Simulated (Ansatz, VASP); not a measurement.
# Hg10Se3S7: VASP beside Ansatz

One calculation is typed for both programs; each brings its own data sets. How far apart do they land? Of the first pair: The structure shown is frame 18 of Ansatz's trajectory.

Main program and level: Ansatz 0.2.0; plane waves, with VASP 6.6.1 beside it; single point at LDA.

## 1. Set-up

The cell holds 60 atoms: 30 Hg, 21 S and 9 Se. Its edges and angles: a = 11.895 Å, b = 11.895 Å, c = 11.895 Å, α = 90.0°, β = 90.0°, γ = 90.0°.

## 2. Ansatz: dynamics, LDA

Ansatz runs on its default PAW (the set named soft_2) files.

One frame of this run of dynamics is then solved in both programs, so the motion causes no difference.

Input file input.yaml:

```yaml
crystal:
  lattice:
    - [11.8949, 0.0, 0.0]
    - [0.0, 11.8949, 0.0]
    - [0.0, 0.0, 11.8949]
  atoms:
    - { symbol: Hg, position: [0.57487, 0.70301, 0.55582] }
    - { symbol: Hg, position: [0.74074, 0.44256, 0.42408] }
    - { symbol: Hg, position: [0.07557, 0.43817, 0.54562] }
    - { symbol: Hg, position: [0.92845, 0.72315, 0.39652] }
    - { symbol: Hg, position: [0.98642, 0.69718, 0.90521] }
    - { symbol: Hg, position: [0.34552, 0.26286, 0.76655] }
    - { symbol: Hg, position: [0.29271, 0.61095, 0.77381] }
    - { symbol: Hg, position: [0.12171, 0.36828, 0.96942] }
    - { symbol: Hg, position: [0.77844, 0.94983, 0.33049] }
    - { symbol: Hg, position: [0.6599, 0.2114, 0.90788] }
    - { symbol: Hg, position: [0.76868, 0.83723, 0.67136] }
    - { symbol: Hg, position: [0.21579, 0.58918, 0.19253] }
    - { symbol: Hg, position: [0.66553, 0.35005, 0.66235] }
    - { symbol: Hg, position: [0.40316, 0.46919, 0.48214] }
    - { symbol: Hg, position: [0.3581, 0.07686, 0.04434] }
    - { symbol: Hg, position: [0.99561, 0.29539, 0.75175] }
    - { symbol: Hg, position: [0.84022, 0.90881, 0.97662] }
    - { symbol: Hg, position: [0.25588, 0.77754, 0.50193] }
    - { symbol: Hg, position: [0.96134, 0.24799, 0.23568] }
    - { symbol: Hg, position: [0.18737, 0.09776, 0.54325] }
    - { symbol: Hg, position: [0.11434, 0.92439, 0.18905] }
    - { symbol: Hg, position: [0.47237, 0.48332, 0.01444] }
    - { symbol: Hg, position: [0.24787, 0.21007, 0.28464] }
    - { symbol: Hg, position: [0.89624, 0.13054, 0.5035] }
    - { symbol: Hg, position: [0.69383, 0.16498, 0.15856] }
    - { symbol: Hg, position: [0.52979, 0.76504, 0.92853] }
    - { symbol: Hg, position: [0.51299, 0.9527, 0.74145] }
    - { symbol: Hg, position: [0.80657, 0.50664, 0.06636] }
    - { symbol: Hg, position: [0.57185, 0.72088, 0.2237] }
    - { symbol: Hg, position: [0.0979, 0.01649, 0.90511] }
    - { symbol: S, position: [0.44732, 0.88071, 0.53557] }
    - { symbol: S, position: [0.12625, 0.89986, 0.61729] }
    - { symbol: S, position: [0.07097, 0.25219, 0.42934] }
    - { symbol: S, position: [0.90079, 0.90369, 0.52087] }
    - { symbol: S, position: [0.48087, 0.12829, 0.21318] }
    - { symbol: S, position: [0.26429, 0.88186, 0.03781] }
    - { symbol: S, position: [0.50836, 0.3817, 0.20071] }
    - { symbol: S, position: [0.76915, 0.36368, 0.22382] }
    - { symbol: S, position: [0.15881, 0.15679, 0.74853] }
    - { symbol: S, position: [0.56667, 0.91503, 0.31829] }
    - { symbol: S, position: [0.39988, 0.6792, 0.09797] }
    - { symbol: S, position: [0.28534, 0.42083, 0.31054] }
    - { symbol: S, position: [0.38947, 0.11373, 0.45378] }
    - { symbol: S, position: [0.46569, 0.29916, 0.59371] }
    - { symbol: S, position: [0.72882, 0.99839, 0.81049] }
    - { symbol: S, position: [0.30694, 0.43094, 0.88877] }
    - { symbol: S, position: [0.24392, 0.57383, 0.57172] }
    - { symbol: S, position: [0.81482, 0.19709, 0.69046] }
    - { symbol: S, position: [0.1672, 0.78305, 0.83143] }
    - { symbol: S, position: [0.46643, 0.12447, 0.8677] }
    - { symbol: S, position: [0.57164, 0.56641, 0.38105] }
    - { symbol: Se, position: [0.51916, 0.62562, 0.75795] }
    - { symbol: Se, position: [0.81309, 0.63999, 0.77149] }
    - { symbol: Se, position: [0.90397, 0.02778, 0.15913] }
    - { symbol: Se, position: [0.13352, 0.74903, 0.31968] }
    - { symbol: Se, position: [0.66567, 0.4463, 0.88924] }
    - { symbol: Se, position: [0.72244, 0.72025, 0.03904] }
    - { symbol: Se, position: [0.03203, 0.54468, 0.06097] }
    - { symbol: Se, position: [0.14045, 0.17496, 0.07834] }
    - { symbol: Se, position: [0.89197, 0.5577, 0.53816] }
kpoints:
  mp_grid: { grid: [1, 1, 1] }
hamiltonian:
  xc: lda
scf:
  occupations: { method: fermi_dirac, width: 0.025 }
output:
  forces: true
md:
  timestep: 2.0
  n_steps: 54
  ensemble: nve
  temperature: 400
  initial_velocities: maxwell_boltzmann
  seed: 1719
```

Started as:

```sh
> ansatz run input.yaml --threads 4 --pin off --max-ram 8192MiB --backend cpu --events-out ev --progress --plain --runs-dir out
```

Numbers of over 12 decimals in the logs are rounded to 6 here.

Log:

```text
Warning: md: disabling space-group detection — thermal motion breaks the input geometry's symmetry, so no spatial operation reduces the k-mesh or symmetrises the density; time reversal is kept, so that k and −k are solved as one point where they differ and the mesh holds both, and exact exchange and, on two spinor components, a DFT+U term hold to it where the run has them: on two components no moment then forms, and  [...]
Engine: ansatz 0.2.0, x86_64-unknown-linux-gnu
Pseudopotentials: kind: paw
Pseudopotential: Hg, paw, valence charge 20, recommended cutoff 420 eV (normal), Hg.paw.azcp
Pseudopotential: S, paw, valence charge 6, recommended cutoff 420 eV (normal), S.paw.azcp
Pseudopotential: Se, paw, valence charge 16, recommended cutoff 420 eV (normal), Se.paw.azcp
Functional definition: SPW92
  exchange = slater_x
  correlation = pw_c
Crystal: 60 atoms, lattice volume = 1682.993 Å³
Basis set: ecut = 420 eV, 32987 PW (Γ)
Bands: 522, of which v1, the nominal top of the filled ones, is band 435 counted from 1 (434 counted from 0)
Symmetry: 1 space group operations
k-points: 1
Non-local potential: Hg, projectors of the file, l = 0: 3, l = 1: 2, l = 2: 2, l = 3: 1
Non-local potential: S, projectors of the file, l = 0: 2, l = 1: 2, l = 2: 2
Non-local potential: Se, projectors of the file, l = 0: 2, l = 1: 2, l = 2: 3, l = 3: 1
PAW form: soft (Blöchl's): semilocal exchange-correlation on the pseudo side does not see the compensation charge
PAW frozen core: Hg, regenerated for the run's functional, and the local potential with it (the file was generated under x = pbe(κ = 0.804, μ = 0.219515), c = pbe(β = 0.066725))
PAW frozen core: S, regenerated for the run's functional, and the local potential with it (the file was generated under x = pbe(κ = 0.804, μ = 0.219515), c = pbe(β = 0.066725))
PAW frozen core: Se, regenerated for the run's functional, and the local potential with it (the file was generated under x = pbe(κ = 0.804, μ = 0.219515), c = pbe(β = 0.066725))
PAW one-centre angular grid: Hg, 590 points (default); XC on 64 Gauss nodes
PAW one-centre angular grid: S, 110 points (default); XC on 64 Gauss nodes
PAW one-centre angular grid: Se, 590 points (default); XC on 64 Gauss nodes
Initial density: superposition of atomic densities (neutral atoms: chi_scale 0, normalization atom), corrected by the library's trained network
Initial wavefunctions: pseudopotential atomic-orbital guess
Functional: x = slater, c = lda
SCF iter   1: F=—  HF=-472370.804050 eV  |F-HF|=—  |Δ(HF+E_count)|=         —  Δρ=7.93e-3  dr2=2.89e0  ethr=1.77e-3  ⟨swp⟩=6.0  Hψ=1842  notcnv=0  defer=13
preconditioner: auto → LDOS  [insulator: Δε(μ)=0.070 eV  Ē_g=9.718 eV  σ=0.025 eV  W_gap=0.61  n_scr=436 (ndim 8)  ℏωp=21.0 eV  f_vac=0.148  D(μ)=27.75/eV (n_scr^D=146)  ε∞_Penn≈5.7  β→1.0]
SCF iter   2: F=—  HF=-472370.533912 eV  |F-HF|=—  |Δ(HF+E_count)|=   2.70e-1  Δρ=3.94e-3  dr2=3.79e-1  ethr=3.32e-4  ⟨swp⟩=3.0  Hψ=884  notcnv=0  defer=74
SCF iter   3: F=—  HF=-472370.457198 eV  |F-HF|=—  |Δ(HF+E_count)|=   7.67e-2  Δρ=1.75e-3  dr2=1.37e-1  ethr=4.35e-5  ⟨swp⟩=2.0  Hψ=797  notcnv=0  defer=74
SCF iter   4: F=—  HF=-472370.437167 eV  |F-HF|=—  |Δ(HF+E_count)|=   2.00e-2  Δρ=6.72e-4  dr2=2.46e-2  ethr=1.57e-5  ⟨swp⟩=2.0  Hψ=602  notcnv=0  defer=74
SCF iter   5: F=—  HF=-472370.434456 eV  |F-HF|=—  |Δ(HF+E_count)|=   2.71e-3  Δρ=2.93e-4  dr2=4.24e-3  ethr=2.83e-6  ⟨swp⟩=2.0  Hψ=532  notcnv=0  defer=74
SCF iter   6: F=—  HF=-472370.433907 eV  |F-HF|=—  |Δ(HF+E_count)|=   5.49e-4  Δρ=1.92e-4  dr2=1.75e-3  ethr=4.87e-7  ⟨swp⟩=2.0  Hψ=661  notcnv=0  defer=74
SCF iter   7: F=—  HF=-472370.433687 eV  |F-HF|=—  |Δ(HF+E_count)|=   2.20e-4  Δρ=1.22e-4  dr2=7.45e-4  ethr=2.02e-7  ⟨swp⟩=2.0  Hψ=539  notcnv=0  defer=74
SCF iter   8: F=—  HF=-472370.433544 eV  |F-HF|=—  |Δ(HF+E_count)|=   1.43e-4  Δρ=7.24e-5  dr2=2.81e-4  ethr=8.56e-8  ⟨swp⟩=2.0  Hψ=704  notcnv=0  defer=74
SCF iter   9: F=—  HF=-472370.433508 eV  |F-HF|=—  |Δ(HF+E_count)|=   3.63e-5  Δρ=3.98e-5  dr2=8.12e-5  ethr=3.23e-8  ⟨swp⟩=2.0  Hψ=650  notcnv=0  defer=74
SCF iter  10: F=—  HF=-472370.433361 eV  |F-HF|=—  |Δ(HF+E_count)|=   1.47e-4  Δρ=2.04e-5  dr2=2.17e-5  ethr=9.33e-9  ⟨swp⟩=2.0  Hψ=704  notcnv=0  defer=74
SCF iter  11: F=—  HF=-472370.432712 eV  |F-HF|=—  |Δ(HF+E_count)|=   6.48e-4  Δρ=1.09e-5  dr2=5.68e-6  ethr=2.50e-9  ⟨swp⟩=2.0  Hψ=628  notcnv=0  defer=74
[...]
automatic band count: iteration 1 solves 504 bands in place of 522: the levels show a gap, and the empty bands left out lie too high to hold charge; the band table lists the bands solved (type scf.n_extra_bands for more)
md step    47: t =    94.00 fs  T =   734.7 K  F+E_penalty+E_count = -472372.98668061 eV  E_kin = 5.602879 eV  conserved = -472367.38380205 eV  (6 SCF iters)
[...]
md step    48: t =    96.00 fs  T =   759.0 K  F+E_penalty+E_count = -472373.17497858 eV  E_kin = 5.788688 eV  conserved = -472367.38629013 eV  (5 SCF iters)
[...]
md step    49: t =    98.00 fs  T =   780.3 K  F+E_penalty+E_count = -472373.33843568 eV  E_kin = 5.950718 eV  conserved = -472367.38771753 eV  (5 SCF iters)
md step    50: t =   100.00 fs  T =   795.1 K  F+E_penalty+E_count = -472373.45201268 eV  E_kin = 6.063670 eV  conserved = -472367.38834299 eV  (13 SCF iters)
[...]
md step    51: t =   102.00 fs  T =   801.8 K  F+E_penalty+E_count = -472373.50341310 eV  E_kin = 6.114739 eV  conserved = -472367.38867378 eV  (5 SCF iters)
[...]
md step    52: t =   104.00 fs  T =   799.5 K  F+E_penalty+E_count = -472373.48634110 eV  E_kin = 6.097285 eV  conserved = -472367.38905631 eV  (4 SCF iters)
[...]
md step    53: t =   106.00 fs  T =   787.6 K  F+E_penalty+E_count = -472373.39582837 eV  E_kin = 6.006352 eV  conserved = -472367.38947623 eV  (5 SCF iters)
[...]
md step    54: t =   108.00 fs  T =   765.7 K  F+E_penalty+E_count = -472373.22889678 eV  E_kin = 5.839445 eV  conserved = -472367.38945134 eV  (14 SCF iters)
SCF converged after 14 iterations
Free energy (F): -472373.228897 eV
Harris-Foulkes:  -472373.228897 eV  (|F-HF|=3.96e-8)
Internal energy: -472373.177787 eV  (E = F + TS)
E sigma→0 (E₀):  -472373.203342 eV
Entropy (-TS):   -0.051110 eV (-0.852 meV/atom)
Fermi energy:    7.554507 eV
--- Per-component energies (eV) ---
  E_band       = -19433.252183
  E_kinetic    = 21391.568566
  E_local      = -139422.263680  (includes V_loc(G=0)·N_el)
  E_nonlocal   = -2248.860622
  E_hartree    = 61496.490738
  E_xc         = -9481.313744
  E_vxc        = -10535.258625  (∫ρ·V_xc dr)
  E_paw        = -318039.664470  (= ΣΔE_a)
  E_vpaw       = -11611.440262  (= ΣTr[D̂ρ^β])
  E_aug_tail   = 0.020096  (compensation charges beyond the density's cutoff)
  E_ewald      = -86109.610861
  E_core_change = 40.456191  (= ΣΔE_core)
  E_smearing   = -0.051110  (= −TS)
  E_closure    = 0.000000  (closes the sum)
  Σ components = -472373.228897   (vs F -472373.228897, Δ=0.00e0)
--- Forces (eV/Å), atoms counted from 1 ---
  atom   1  Hg    -0.65084589     0.78510469     1.18894780
  atom   2  Hg     0.08893868     0.24374339    -0.02259941
  atom   3  Hg    -0.18266084     0.64067202     0.62337939
  atom   4  Hg     0.11386829    -0.01994316     0.27385669
  atom   5  Hg     0.41919261     0.37190765     0.26420892
  atom   6  Hg     0.20318043     0.60908301    -0.10839811
  atom   7  Hg     0.06523638    -0.26531298     0.02142284
  atom   8  Hg     0.18452916     0.43899213    -0.24057897
  atom   9  Hg    -0.85309672    -0.09940946    -0.05448083
  atom  10  Hg     0.11598858    -0.83353542     0.05923896
  atom  11  Hg    -0.11928438     0.60859489    -0.01149442
  atom  12  Hg     0.04200516     0.77576659    -0.45446461
  atom  13  Hg    -0.46735965     0.40957666    -0.05895674
  atom  14  Hg     0.33944824     0.15169675    -0.22929092
  atom  15  Hg     0.24319369    -0.04825312    -0.03469113
  atom  16  Hg     0.63288395     0.51269400    -0.00058979
  atom  17  Hg     0.72126368    -0.26579414     0.80518328
  atom  18  Hg    -0.12631796     0.17278297     0.11158333
  atom  19  Hg    -0.94976714     0.43773954     0.56337211
  atom  20  Hg     0.69685911    -0.07269806    -0.12739086
  atom  21  Hg    -1.01035503     0.17627081     0.53898652
  atom  22  Hg     0.34444490    -0.39571898    -1.00208519
  atom  23  Hg     0.81998194    -0.74017948     1.23631475
  atom  24  Hg     0.29127999     0.16248756     0.34554879
[...]
atom  53  Se    -0.25096284    -0.85777007    -0.03324693
  atom  54  Se     0.10157589    -0.09385733     0.06046792
  atom  55  Se     0.49009043     0.03205167     0.08059053
  atom  56  Se    -0.45505406     0.64943564    -0.12325697
  atom  57  Se     0.29774211    -0.45721437    -0.77048592
  atom  58  Se     0.24385077     0.31148452     0.01781138
  atom  59  Se     0.02167698    -0.34700929    -0.94951274
  atom  60  Se    -0.00237050    -0.06202013     0.35972092
  max |Σ_I F_I| component: 4.42e-5 eV/Å
--- MD trajectory: 54 steps, t = 0.0 → 108.0 fs ---
  final state: T = 765.7 K   F+E_penalty+E_count = -472373.22889678 eV   E_kin = 5.839445 eV
  conserved energy: peak-to-peak 2.739e-2 eV (4.565e-4 eV/atom) over 108.0 fs
```

## 3. VASP: single point, LDA, pair 1

The same cell, functional (in two slightly different forms), mesh and smearing now go to VASP, with its own data sets.

Lines of VASP's logs that name or quote its potential files are left out, and so is its time.

Input file INCAR:

```
SYSTEM = Hg10Se3S7
PREC = Accurate
ENCUT = 400
EDIFF = 1E-06
NELM = 120
ISMEAR = -1
SIGMA = 0.025
LREAL = Auto
ALGO = Normal
GGA = PW92
NBANDS = 320
LORBIT = 11
LWAVE = .FALSE.
LCHARG = .FALSE.
ISIF = 2
LASPH = .TRUE.
GGA_COMPAT = .FALSE.
NCORE = 2
```

Input file POSCAR:

```
Hg10Se3S7
1.0
   11.8949000000      0.0000000000      0.0000000000
    0.0000000000     11.8949000000      0.0000000000
    0.0000000000      0.0000000000     11.8949000000
Hg S Se
30 21 9
Direct
    0.5735315135      0.7070172931      0.5588613608
    0.7492034401      0.4477381062      0.4245180708
    0.0810347292      0.4355143801      0.5482433648
    0.9294403484      0.7216706320      0.3964808447
    0.9887851096      0.6963824832      0.9066995099
    0.3429032611      0.2648698182      0.7609647832
    0.2970684915      0.6139521980      0.7729531144
    0.1185802319      0.3686790137      0.9726269241
    0.7819906010      0.9451613717      0.3298976872
    0.6537591741      0.2049786043      0.9074897645
    0.7729026726      0.8363836602      0.6779544174
    0.2178328527      0.5933971702      0.1967650001
    0.6658988306      0.3506040404      0.6590723756
    0.4058462030      0.4691758653      0.4905463686
    0.3550008827      0.0790086508      0.0397229065
    0.9923832903      0.2956224937      0.7485056621
    0.8377371815      0.9080194033      0.9683477793
    0.2598256396      0.7795525814      0.5049979403
    0.9569479357      0.2444072670      0.2313848792
    0.1864916897      0.0910390167      0.5420390251
    0.1155537247      0.9224625680      0.1889128954
    0.4733036848      0.4777005271      0.0178647992
    0.2470050190      0.2088542148      0.2840545108
    0.9029668177      0.1250367805      0.5001050871
    0.6915568857      0.1650959655      0.1580341155
    0.5242078538      0.7683292840      0.9261952602
    0.5084532026      0.9552749498      0.7394765824
    0.8088676660      0.5029298271      0.0651623805
    0.5778274723      0.7265718922      0.2249787724
    0.0994880159      0.0209249342      0.9008314488
    0.4654431731      0.8705411563      0.5504207686
    0.1105347670      0.8902470807      0.6267812256
    0.0559651615      0.2422550841      0.4330679535
    0.8960394791      0.9189736778      0.5088651439
    0.4958427561      0.1560921067      0.1984379860
    0.2716037966      0.8848161817      0.0446577945
    0.5043337901      0.3720081716      0.2055334639
    0.7741973451      0.3490739729      0.2328056562
    0.1457851684      0.1647512800      0.7582661477
    0.5733381533      0.9148290444      0.3114107727
    0.3948583006      0.6765084196      0.0949314412
    0.2847859167      0.4153797005      0.2981698039
    0.3603897469      0.1146037377      0.4504451488
    0.4660905094      0.2991786396      0.5973316295
    0.7162313260      0.0031189838      0.8069592851
    0.2994896973      0.4381962017      0.8734331520
    0.2372781612      0.5808455725      0.5746160119
    0.8155680165      0.2006322037      0.7056217370
    0.1504930685      0.7912466687      0.8372075427
    0.4674776585      0.1120984624      0.8608142986
    0.5598701965      0.5664024078      0.3781116277
    0.5196176513      0.6151459869      0.7639996973
    0.8213099732      0.6429394110      0.7706832340
    0.9050433379      0.0229089778      0.1637424442
    0.1280885085      0.7539870028      0.3177664377
    0.6717668917      0.4427948112      0.9000916359
    0.7204852500      0.7259665907      0.0445905388
    0.0201683074      0.5442080219      0.0595129005
    0.1361928221      0.1856762142      0.0857846640
    0.8930634137      0.5637205861      0.5287644285
```

Input file KPOINTS:

```
Automatic mesh
0
Gamma
1 1 1
0 0 0
```

PAW data sets: Hg, S and Se (LDA family, release 64).

Started as:

```sh
> mpirun -np 8 vasp_gam
```

Log:

```text
[banner, memory and clock lines left out]
running    8 mpi-ranks, on    1 nodes
[...]
|                                                                             |
|               ----> ADVICE to this user running VASP <----                  |
|                                                                             |
|     You enforced a specific xc type in the INCAR file but a different       |
|     [... a line on the potential file left out ...]
|     I HOPE YOU KNOW WHAT YOU ARE DOING!                                     |
|                                                                             |

 LDA part: xc-table for (Slater(with rela. corr.)+PW92), standard interpolation
 POSCAR, INCAR and KPOINTS ok, starting setup
[...]
entering main loop
       N       E                     dE             d eps       ncg     rms          rms(c)
DAV:   1     0.462485472992E+04    0.46249E+04   -0.24709E+05   648   0.132E+03
DAV:   2     0.239392653874E+03   -0.43855E+04   -0.42281E+04   704   0.373E+02
DAV:   3    -0.156380025969E+03   -0.39577E+03   -0.38396E+03   736   0.102E+02
DAV:   4    -0.169254926925E+03   -0.12875E+02   -0.12676E+02   704   0.165E+01
[...]
DAV:  17    -0.153391819793E+03    0.71772E-05   -0.11324E-04   688   0.228E-02    0.261E-02
DAV:  18    -0.153391820640E+03   -0.84718E-06   -0.21216E-05   696   0.914E-03    0.111E-02
DAV:  19    -0.153391820908E+03   -0.26761E-06   -0.51278E-06   512   0.581E-03
   1 F= -.15339182E+03 E0= -.15335576E+03  d E =-.721278E-01
```

Parts of OUTCAR (step 3):

```text
  Total      -27.0501484    -28.0120235    -29.6861213      1.3504831     -0.7606865     -3.2098846
  in kB      -25.7512224    -26.6669090    -28.2606180      1.2856340     -0.7241589     -3.0557486
  external PRESSURE =     -26.8929164 kB  Pullay stress =       0.0000000 kB

 POSITION                                       TOTAL-FORCE (eV/Angst)
 -----------------------------------------------------------------------------------
      6.82210      8.40990      6.64760         0.165108     -1.460502     -0.133347
      8.91170      5.32580      5.04960        -0.613306     -0.081965     -0.335370
      0.96390      5.18040      6.52130        -0.222534     -0.149358      0.134920
     11.05560      8.58420      4.71610         0.154330      0.168525      0.029294
     11.76150      8.28340     10.78510        -0.568585     -0.193248     -0.682753
      4.07880      3.15060      9.05160        -0.005482     -0.008169      0.124155
      3.53360      7.30290      9.19420        -0.325565      0.947821     -0.150187
      1.41050      4.38540     11.56930         0.494814      0.353843     -0.146909
      9.30170     11.24260      3.92410        -0.990447     -0.240058     -0.224518
      7.77640      2.43820     10.79450         0.350698      0.638067      0.257325
      9.19360      9.94870      8.06420         0.502156     -0.065541      0.170244
      2.59110      7.05840      2.34050         0.357980     -0.412460      0.007586
      7.92080      4.17040      7.83960        -0.077976     -0.098101      0.013555
      4.82750      5.58080      5.83500        -0.444479     -0.128047     -0.226462
[...]
-----------------------------------------------------------------------------------
    total drift:                               -0.005047     -0.034626     -0.007627

  FREE ENERGIE OF THE ION-ELECTRON SYSTEM (eV)
  ---------------------------------------------------
  free  energy   TOTEN  =      -153.3918209077 eV

  energy  without entropy=     -153.3196931457  energy(sigma->0) =     -153.35575703

[... 3 further parts left out ...]
[key lines of the parts left out:]
E-fermi :   1.6165
```

The run ends at a pressure of -2.69 GPa, with forces up to 1.7 eV/Å.

(Continued in part 2 of 3.)

[Lines on the potential files, build, host, timing and source positions are cut from VASP's logs without a mark.]

[Logs are printed without paths, hosts, clocks, repeated set-up lines and the standing remarks that a program may print on its own settings, such as how far it seeks lower states.]

[Hosts, paths, dates, database ids (printed as entryN), source tags and the programs' standing remarks are cut or masked in the printed files.]
